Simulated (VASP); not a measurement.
Data:

```xyz
8
Lattice="0.0000 3.1644 3.1644 3.1644 0.0000 3.1644 12.7258 12.7258 -0.0682" Properties=species:S:1:pos:R:3 pbc="T T T"
Zn     3.1652     3.1652     6.3280
Te     1.5133     1.5133     1.6511
Te     4.7504     4.7504     1.5784
Te     7.9815     7.9815     1.5117
Te    11.2058    11.2058     1.4517
Mg     3.1254     3.1254     0.0390
Mg     6.3575     6.3575    -0.0287
Mg    12.7529    12.7529     6.2335
```

All values below come from PBEsol GGA, VASP's PBE PAW potentials (set 64) (plane waves; VASP). Numerical set-up: 400 eV cut-off, 7×7×2 Γ-centred mesh, tetrahedra with Blöchl corrections, potentials Zn Te Mg.

The cores are frozen, which limits the accuracy of field gradients.

Problem. Give the principal components of the electric field gradient (V/Å²) and the asymmetry η at each nucleus.

Solution. 
| atom | Vxx | Vyy | Vzz | η |
|---|---|---|---|---|
| Zn1 | 3.8 | 3.8 | -7.6 | 0.00 |
| Te2 | 79.6 | 79.6 | -159.3 | 0.00 |
| Te3 | -14.9 | -14.9 | 29.9 | 0.00 |
| Te4 | -13.3 | -13.3 | 26.7 | 0.00 |
| Te5 | -58.1 | -58.1 | 116.2 | 0.00 |
| Mg6 | 0.4 | 0.4 | -0.7 | 0.00 |
| Mg7 | -0.1 | -0.1 | 0.2 | - |
| Mg8 | -0.4 | -0.4 | 0.8 | 0.00 |

The structure was generated: Mg3ZnTe4 was put into an ordered model structure (R3m), which need not be its known phase. It was relaxed first.
